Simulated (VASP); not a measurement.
Given:

```
CELL_PARAMETERS angstrom
      0.00000     2.25041     2.25041
      2.25041     0.00000     2.25041
      2.25041     2.25041     0.00000
ATOMIC_POSITIONS crystal
  B  0.00000 0.00000 0.00000
  P  0.25000 0.25000 0.25000
```

The numbers are results of PBE GGA, VASP's PBE PAW potentials (set 64) (plane waves; VASP 6.6.1), not measurements. Run with 600 eV cut-off, 10×10×10 Γ-centred mesh, Gaussian smearing of 0.050 eV, potentials B P.

### Question
Give the stress tensor in GPa (positive for a compressed cell).

### Answer

```
5.18  0.00  0.00
0.00  5.18  0.00
0.00  0.00  5.18
```
The pressure is its mean diagonal, 5.18 GPa.

The compound is BP in the zinc blende structure. This cell was strained or had an atom moved on purpose.
